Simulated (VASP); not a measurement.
Output of a VASP run:

**OSZICAR**
```
       N       E                     dE             d eps       ncg     rms          rms(c)
DAV:   1     0.462592069933E+02    0.46259E+02   -0.40512E+03   862   0.679E+02
DAV:   2    -0.107190248800E+01   -0.47331E+02   -0.47122E+02   898   0.193E+02
DAV:   3    -0.193916732457E+01   -0.86726E+00   -0.85790E+00  1365   0.260E+01
DAV:   4    -0.196684237381E+01   -0.27675E-01   -0.27664E-01  1194   0.325E+00
DAV:   5    -0.196717260315E+01   -0.33023E-03   -0.33018E-03  1390   0.254E-01    0.214E+00
DAV:   6    -0.196086321417E+01    0.63094E-02   -0.12992E-02  1047   0.131E+00    0.132E+00
DAV:   7    -0.196054731495E+01    0.31590E-03   -0.15132E-02  1034   0.150E+00    0.100E-01
DAV:   8    -0.196006611061E+01    0.48120E-03   -0.24647E-03  1010   0.526E-01    0.185E-02
DAV:   9    -0.196008328532E+01   -0.17175E-04   -0.14936E-04  1346   0.778E-02    0.880E-03
DAV:  10    -0.196008371419E+01   -0.42887E-06   -0.13487E-05  1069   0.413E-02    0.220E-03
DAV:  11    -0.196008318258E+01    0.53162E-06   -0.76854E-07   806   0.968E-03
   1 F= -.19600832E+01 E0= -.19382477E+01  d E =-.436710E-01
```

### OUTCAR
```
------------------------ aborting loop because EDIFF is reached ----------------------------------------
  FORCE on cell =-STRESS in cart. coord.  units (eV):
  Direction    XX          YY          ZZ          XY          YZ          ZX
  --------------------------------------------------------------------------------------
  Total        0.0393875      0.0393875      0.0393875     -0.0000000     -0.0000000      0.0000000
  in kB        1.5200056      1.5200056      1.5200056     -0.0000000     -0.0000000      0.0000000
  external PRESSURE =       1.5200056 kB  Pullay stress =       0.0000000 kB
  volume of cell :       41.52
      direct lattice vectors                 reciprocal lattice vectors
     0.000000000  2.748304000  2.748304000    -0.181930383  0.181930383  0.181930383
     2.748304000  0.000000000  2.748304000     0.181930383 -0.181930383  0.181930383
     2.748304000  2.748304000  0.000000000     0.181930383  0.181930383 -0.181930383
 POSITION                                       TOTAL-FORCE (eV/Angst)
 -----------------------------------------------------------------------------------
      0.00000      0.00000      0.00000         0.000000      0.000000      0.000000
 -----------------------------------------------------------------------------------
    total drift:                               -0.000000     -0.000000     -0.000000
  FREE ENERGIE OF THE ION-ELECTRON SYSTEM (eV)
  ---------------------------------------------------
  free  energy   TOTEN  =        -1.9600831826 eV

  energy  without entropy=       -1.9164121351  energy(sigma->0) =       -1.93824766
```
(Selected blocks of OUTCAR.)

### POSCAR
```
Ca
1
    0.0000000000     2.7483040000     2.7483040000
    2.7483040000     0.0000000000     2.7483040000
    2.7483040000     2.7483040000     0.0000000000
Ca
1
Direct
  0.0000000000   0.0000000000   0.0000000000
```

**Question.** Reconstruct the remaining input files.

**Answer.** One answer among several that fit: the input of the run itself, PBE GGA, plane waves, VASP's PBE PAW potentials (set 64).

KPOINTS:
```
Automatic
0
G
10 10 10
0 0 0
```

**INCAR**
```
! general
SYSTEM=Ca
PREC  =Accurate
ENCUT =300
LREAL =.FALSE.
LASPH =.TRUE.

! electronic loop
EDIFF =1E-6
NELM  =100
ALGO  =Normal

! smearing
ISMEAR=0
SIGMA =0.272

! functional
GGA   =PE

! ions
ISIF  =2

! output
LWAVE =.FALSE.
LCHARG=.FALSE.
```

POTCAR, in this order: Ca_sv (PBE.64 set). Program: vasp_std.

At this cut-off the stress carries a Pulay error, which pulls relaxed volumes low.

The structure comes from a computed database's Ca entry; how it stands against other phases isn't given here. The cell was not relaxed at this level, and its volume differs by -8.7 % from the start's.
